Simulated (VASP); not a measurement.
Here is the system:

```
ZrS2
1.0
    1.78301    -3.08827     0.00000
    1.78301     3.08827     0.00000
    0.00000     0.00000     7.07202
Zr S
1 2
Direct
  0.00000   0.00000   0.00000
  0.33333   0.66667   0.19998
  0.66667   0.33333   0.80002
```

All values below come from AM05 GGA, VASP's PBE PAW potentials (set 64) (plane waves; VASP). Settings: 520 eV cut-off, 7×7×3 Γ-centred mesh, Gaussian smearing of 0.050 eV, potentials Zr_sv S.

Without a dispersion term in the relaxation, distances and binding between the weakly bound layers, chains or molecules are unreliable, and so is what depends on them.

The ions and cell shape at fixed volume are relaxed. What does this cell relax into?

```
ZrS2
1.0
    1.81899    -3.15058     0.00000
    1.81899     3.15058     0.00000
    0.00000     0.00000     6.79507
Zr S
1 2
Direct
  0.00000   0.00000   0.00000
  0.33333   0.66667   0.21270
  0.66667   0.33333   0.78730
```
Space group P-3m1 (164), at a tolerance of 0.03 Å.

How much energy does the relaxation gain?

The energy (σ→0) changes by -26.3 meV/atom, in 7 ionic steps.

The compound is ZrS2 in the 1T layered structure. This cell is one point of a volume scan, at 0.94 of the reference volume. Symmetry was kept, so distortions that lower it aren't found.
